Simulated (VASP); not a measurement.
Consider the following.

```
LaSb
1.0
    0.00000     3.22663     3.22663
    3.22663     0.00000     3.22663
    3.22663     3.22663     0.00000
Sb La
1 1
Direct
  0.00000   0.00000   0.00000
  0.50000   0.50000   0.50000
```

All values below come from PBEsol GGA, VASP's PBE PAW potentials (set 64) (plane waves; VASP). Run with 300 eV cut-off, 5×5×5 Γ-centred mesh, Fermi-Dirac smearing of 0.050 eV, potentials Sb La.

Task: Give the energies of bands 6 to 11 at the high-symmetry points, in eV from the Fermi level.

Result: 
```
band     Γ      X      U      L      W
----  ----  -----  -----  -----  -----
6     0.39  -1.36  -1.73  -3.15  -1.64
7     0.39  -0.18  -1.35  -1.53  -1.26
8     0.39  -0.10  -0.86  -1.53  -1.26
9     1.40  -0.10   1.17   2.07   1.94
10    1.40   2.42   2.36   2.35   1.94
11    1.40   2.46   2.38   2.35   2.47
```

It has no gap at this level: it comes out as a metal or semimetal.

The structure was generated: LaSb was put into an ordered model structure, which need not be its known phase. The cell was not relaxed at this level. The k-mesh is coarse (spacing up to 0.34 per Å, 2π included), so the numbers may not be converged in it.
